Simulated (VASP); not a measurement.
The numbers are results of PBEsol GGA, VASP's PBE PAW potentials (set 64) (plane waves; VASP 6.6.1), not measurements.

The input files of a VASP run:

INCAR:
```
GGA  =  PS
LCHARG  =  .FALSE.
SIGMA  =  0.1   ! width (eV)
ISMEAR  =  1   ! Methfessel-Paxton
NELM  =  100   ! most electronic steps
LWAVE  =  .FALSE.
LASPH  =  .TRUE.   ! aspherical one-centre terms
PREC  =  Accurate
LREAL  =  .FALSE.   ! projection in real space or not
SYSTEM  =  Dy
EDIFF  =  1E-7   ! SCF stop (eV)
LMAXMIX  =  6
ALGO  =  Normal
ISIF  =  2
ENCUT  =  480   ! plane-wave cut-off (eV)
```

KPOINTS:
```
Automatic mesh
0
Gamma
12 12 6
0 0 0
```

File POSCAR:
```
Dy
1
    1.7766706341    -3.0772836131     0.0000000000
    1.7766706341     3.0772836131     0.0000000000
    0.0000000000     0.0000000000     5.5068028363
Dy
2
Direct
  0.3333330000   0.6666670000   0.2500000000
  0.6807382631   0.3474042631   0.7500000000
```

POTCAR, in this order: Dy_3 (PBE.64 set). Program: vasp_std.

The 4f electrons are frozen in the core of the lanthanide potential, so 4f levels, which can set the real gap, and their magnetism are missing.

### Question
Predict the energy per atom (σ→0), largest force, band gap (on the k-mesh).

### Answer

energy per atom (σ→0): -4.964 eV/atom
band gap (on the k-mesh): none (metal, semimetal or under 0.01 eV)
largest force: 0.059 eV/Å

OSZICAR:
```
...
DAV:   7    -0.992776054747E+01   -0.56945E-02   -0.45016E-02 11579   0.197E+00    0.256E-01
DAV:   8    -0.992734989028E+01    0.41066E-03   -0.25953E-03  9646   0.423E-01    0.627E-02
DAV:   9    -0.992735032403E+01   -0.43375E-06   -0.22485E-04  9698   0.139E-01    0.297E-02
DAV:  10    -0.992734524385E+01    0.50802E-05   -0.29269E-05  9649   0.448E-02    0.304E-02
DAV:  11    -0.992734537114E+01   -0.12729E-06   -0.22867E-06  8956   0.134E-02    0.253E-03
DAV:  12    -0.992734554070E+01   -0.16956E-06   -0.36944E-07  8073   0.552E-03    0.312E-03
DAV:  13    -0.992734546288E+01    0.77817E-07   -0.37566E-08  4718   0.185E-03
   1 F= -.99273455E+01 E0= -.99276967E+01  d E =0.105386E-02
```

The compound is Dy in the hcp structure. This cell was strained or had an atom moved on purpose.
